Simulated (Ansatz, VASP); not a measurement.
# Cross-check of TiSi (h-BN type (invented)) between VASP and Ansatz, part 2 of 2

One calculation is typed for both programs; each brings its own data sets. How far apart do they land? The cell is generated by rule, not measured, and may not be a known phase. Of the first pair: The cell is taken from a series of runs on this material, whose earlier steps may have relaxed, scaled, displaced or heated it; both programs get it as it stands.

VASP 6.6.1 and Ansatz 0.2.0.

So far: Starting point; VASP: relaxation of cell and atoms, PBEsol, pair 1; Ansatz: relaxation of cell and atoms, PBEsol, pair 1.

## Step 4: Differences

Known differences besides the potentials themselves: the cutoff is 420 eV in Ansatz and 500 eV in VASP; Ansatz makes its cores anew for this functional, VASP keeps those of its PBE data sets; Ansatz adds a Pulay correction to the stress that steers its cell, VASP none. Total energies have different zeros and are not compared.

Compared:

```tsv
quantity	Ansatz	VASP	difference
volume (Å³)	80.19	80.23	-0.05 %
edge a after relaxation, in the typed setting (Å)	4.346	4.346	+0.00 %
edge c after relaxation, in the typed setting (Å)	4.903	4.905	-0.03 %
```

## Step 5: VASP: relaxation of cell and atoms, PBEsol, pair 2

The relaxed volume is the usual yardstick between codes: in a stiff, nearly cubic crystal its relative difference is about their pressure difference at one cell divided by the bulk modulus. Its start cell is another than that of the pair before, and may be another structure of the material.

Input file INCAR:

```
SYSTEM = TiSi
PREC = Accurate
ENCUT = 500
EDIFF = 1E-07
NELM = 120
ISMEAR = 0
SIGMA = 0.1
LREAL = .FALSE.
ALGO = Normal
GGA = PS
NBANDS = 22
LASPH = .TRUE.
LORBIT = 11
LWAVE = .FALSE.
LCHARG = .FALSE.
ISIF = 3
IBRION = 2
NSW = 80
EDIFFG = -0.005
GGA_COMPAT = .FALSE.
NELMIN = 4
```

Input file POSCAR:

```
TiSi
1.0
    4.3451936686      0.0000000000      0.0000000000
   -2.1725968343      3.7630482766      0.0000000000
    0.0000000000      0.0000000000      4.9106521023
Ti Si
2 2
Direct
    0.3333333333      0.6666666667      0.2500000000
    0.6666666667      0.3333333333      0.7500000000
    0.6666666667      0.3333333333      0.2500000000
    0.3333333333      0.6666666667      0.7500000000
```

Input file KPOINTS:

```
Automatic mesh
0
Gamma
6 6 4
0 0 0
```

The projector-augmented-wave data sets are Ti_sv and Si (PBE family, release 64).

Started as:

```
$ mpirun -np 1 vasp_std
```

Numbers of over 12 decimals in the logs are rounded to 6 here.

What it wrote:

```text
[banner, memory and clock lines left out]
running    1 mpi-ranks, on    1 nodes
[...]
[... a notice as in an earlier step ...]

 LDA part: xc-table for (Slater+PW92), standard interpolation
 POSCAR, INCAR and KPOINTS ok, starting setup
[...]
entering main loop
       N       E                     dE             d eps       ncg     rms          rms(c)
DAV:   1     0.320635462596E+03    0.32064E+03   -0.15564E+04   924   0.150E+03
DAV:   2     0.557564356955E+01   -0.31506E+03   -0.30598E+03   936   0.442E+02
DAV:   3    -0.303983695774E+02   -0.35974E+02   -0.34903E+02  1698   0.124E+02
DAV:   4    -0.332941107558E+02   -0.28957E+01   -0.28777E+01  1346   0.329E+01
[...]
DAV:  13    -0.283914161998E+02    0.77094E-06   -0.10928E-05  1420   0.290E-02    0.396E-03
DAV:  14    -0.283914166075E+02   -0.40766E-06   -0.59822E-07  1136   0.697E-03    0.911E-04
DAV:  15    -0.283914166240E+02   -0.16527E-07   -0.43875E-07  1104   0.436E-03
   1 F= -.28391417E+02 E0= -.28387035E+02  d E =-.283914E+02
[...]
DAV:   5    -0.283914117680E+02   -0.19355E-05   -0.28734E-06  1330   0.132E-02    0.481E-03
DAV:   6    -0.283914138374E+02   -0.20694E-05   -0.34894E-06  1400   0.826E-03    0.201E-03
DAV:   7    -0.283914140136E+02   -0.17618E-06   -0.13427E-07   832   0.254E-03    0.907E-04
DAV:   8    -0.283914140861E+02   -0.72490E-07   -0.44984E-08   630   0.225E-03
   2 F= -.28391414E+02 E0= -.28387049E+02  d E =0.253797E-05
 trial-energy change:    0.000003  1 .order    0.000001   -0.000025    0.000027
 step:   0.4364(harm=  0.4838)  dis= 0.00000  next Energy=   -28.391422 (dE=-0.541E-05)
[...]
N       E                     dE             d eps       ncg     rms          rms(c)
DAV:   1    -0.283914860170E+02   -0.72003E-04   -0.17114E-03  1104   0.508E-01    0.657E-02
DAV:   2    -0.283914308193E+02    0.55198E-04   -0.37718E-04  1172   0.193E-01    0.208E-02
DAV:   3    -0.283914224168E+02    0.84025E-05   -0.41936E-05  1428   0.415E-02    0.817E-03
DAV:   4    -0.283914215995E+02    0.81730E-06   -0.10732E-05  1492   0.225E-02    0.505E-03
DAV:   5    -0.283914216865E+02   -0.86966E-07   -0.86076E-07  1116   0.713E-03
   3 F= -.28391422E+02 E0= -.28387046E+02  d E =-.506246E-05
[...]
reached required accuracy - stopping structural energy minimisation
```

From OUTCAR (step 5):

```text
  Total        0.0142960      0.0142960      0.0155193     -0.0000000     -0.0000000      0.0000000
  in kB        0.2853368      0.2853368      0.3097526     -0.0000000     -0.0000000      0.0000000
  external PRESSURE =       0.2934754 kB  Pullay stress =       0.0000000 kB

 POSITION                                       TOTAL-FORCE (eV/Angst)
 -----------------------------------------------------------------------------------
     -0.00000      2.50865      1.22737         0.000000      0.000000      0.000000
      2.17256      1.25433      3.68210        -0.000000     -0.000000     -0.000000
      2.17256      1.25433      1.22737         0.000000     -0.000000      0.000000
     -0.00000      2.50865      3.68210        -0.000000     -0.000000     -0.000000
 -----------------------------------------------------------------------------------
    total drift:                               -0.000000      0.000000     -0.000000

  FREE ENERGIE OF THE ION-ELECTRON SYSTEM (eV)
  ---------------------------------------------------
  free  energy   TOTEN  =       -28.3914216865 eV

  energy  without entropy=      -28.3826712432  energy(sigma->0) =      -28.38704646

[... 1 part as in an earlier step ...]

[... 3 further parts left out ...]
[key lines of the parts left out:]
E-fermi :   5.4386
```

## Step 6: Ansatz: relaxation of cell and atoms, PBEsol, pair 2

Its own start cell and the same functional, mesh and smearing now go to Ansatz, which takes its cutoff from its data sets.

The two relaxations start from unlike cells of this crystal (the structure described is Ansatz's start), so only their ends are compared.

Input file input.yaml:

```yaml
crystal:
  lattice:
    - [4.508528, 0.0, 0.0]
    - [-2.254264, 3.9045, 0.0]
    - [0.0, 0.0, 8.22]
  atoms:
    - { symbol: Ti, position: [0.333333, 0.666667, 0.25] }
    - { symbol: Ti, position: [0.666667, 0.333333, 0.75] }
    - { symbol: Si, position: [0.666667, 0.333333, 0.25] }
    - { symbol: Si, position: [0.333333, 0.666667, 0.75] }
kpoints:
  mp_grid: { grid: [6, 6, 4] }
hamiltonian:
  xc: pbesol
scf:
  occupations: { method: gaussian, width: 0.1 }
output:
  forces: true
  stress: true
  eigenvalues: true
relax:
  adjacent_minimum: "off"
  f_tol: 0.05
  max_steps: 80
  cell: { stress_tol: 0.5 }
```

Started as:

```
$ ansatz run input.yaml --threads 2 --pin off --max-ram 5120MiB --backend cpu --events-out ev --progress --plain --runs-dir out
```

What it wrote:

```text
[...]
--- Relaxed structure (11 steps of the walk, 11 accepted, 1 SCFs on fresh bases) ---
[...]
cell:  # Å, volume = 80.1901 Å³
    - [4.343766, 0, 0.0]
    - [-2.171883, 3.761812, 0.0]
    - [0.0, 0.0, 4.907468]
  atoms:
    - { symbol: Ti, position: [0.333333, 0.666667, 0.250000] }
    - { symbol: Ti, position: [0.666667, 0.333333, 0.750000] }
    - { symbol: Si, position: [0.666667, 0.333333, 0.250000] }
    - { symbol: Si, position: [0.333333, 0.666667, 0.750000] }
[key lines of the parts left out:]
SCF converged after 6 iterations
Free energy (F): -6191.009331 eV
Fermi energy:    7.811192 eV
P = ⅓ Tr σ = 0.0349 GPa (0.349 kbar)
```

## Step 7: Differences

Both answers:

```tsv
quantity	Ansatz	VASP	difference
volume (Å³)	80.19	80.27	-0.10 %
edge a after relaxation, in the typed setting (Å)	4.344	4.345	-0.03 %
edge c after relaxation, in the typed setting (Å)	4.907	4.910	-0.04 %
```

## Step 8: Results

```json
{
 "difference in volume (relaxation of cell and atoms, PBEsol, pair 1)": "-0.046 %",
 "difference in volume (relaxation of cell and atoms, PBEsol, pair 2)": "-0.10 %"
}
```

In words: The difference in volume is -0.10 % (relaxation of cell and atoms, PBEsol, pair 2), within the 1.2 % picked in this series as the mark of a large difference, as far as the stopping tolerances let one tell. Such differences can come from data sets, numerical settings and the points named under the comparisons, not from the functional's error against experiment.

[Lines on the potential files, build, host, timing and source positions are cut from VASP's logs without a mark.]

[Logs are printed without paths, hosts, clocks, repeated set-up lines and the standing remarks that a program may print on its own settings, such as how far it seeks lower states.]

[Hosts, paths, dates, database ids (printed as entryN), source tags and the programs' standing remarks are cut or masked in the printed files.]
